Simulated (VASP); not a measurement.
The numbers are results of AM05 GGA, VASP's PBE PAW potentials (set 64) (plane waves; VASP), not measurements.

VASP input:

File POSCAR:
```
ZnSe
5.6574170
  0.0000000000   0.5000000392   0.5000000392
  0.5000000392   0.0000000000   0.5000000392
  0.5000000392   0.5000000392   0.0000000000
Zn Se
1 1
Direct
  0.0000000000   0.0000000000   0.0000000000
  0.2500000000   0.2500000000   0.2500000000
```

KPOINTS:
```
k-points along high-symmetry lines
15
Line-mode
Reciprocal
  0.000000   0.000000   0.000000 ! GAMMA
 -0.500000  -0.500000   0.000000 ! X

 -0.500000  -0.500000   0.000000 ! X
 -0.375000  -0.375000   0.250000 ! U

 -0.375000  -0.000000   0.375000 ! K
  0.000000   0.000000   0.000000 ! GAMMA

  0.000000   0.000000   0.000000 ! GAMMA
 -0.000000   0.000000   0.500000 ! L

 -0.000000   0.000000   0.500000 ! L
 -0.500000  -0.250000   0.250000 ! W

 -0.500000  -0.250000   0.250000 ! W
 -0.500000  -0.500000   0.000000 ! X
```

INCAR:
```
! general
SYSTEM =ZnSe
PREC   =Accurate
ENCUT  =520
LREAL  =.FALSE.   ! projection in real space or not
LASPH  =.TRUE.   ! aspherical one-centre terms
ICHARG =11   ! fixed density

! electronic loop
EDIFF  =1E-7
NELM   =100   ! most electronic steps
ALGO   =Normal
LMAXMIX=4

! smearing
ISMEAR =0   ! Gaussian
SIGMA  =0.05   ! width (eV)

! functional
GGA    =AM

! output
LWAVE  =.FALSE.
LCHARG =.FALSE.
LORBIT =11   ! lm-projected
```

POTCAR, in this order: Zn Se (PBE.64 set). Program: vasp_std. Read from the step before: CHGCAR.

Question: What will the output report for the number of irreducible k-points (NKPTS), largest plane-wave count, number of space-group operations, FFT grid (NGX, NGY, NGZ)?

Answer: 
| Item | Value |
|---|---|
| number of irreducible k-points (NKPTS) | 90 |
| largest plane-wave count | 1243 |
| number of space-group operations | 24 |
| FFT grid (NGX, NGY, NGZ) | 30 × 30 × 30 |

The compound is ZnSe in the zinc blende structure. It was relaxed first.
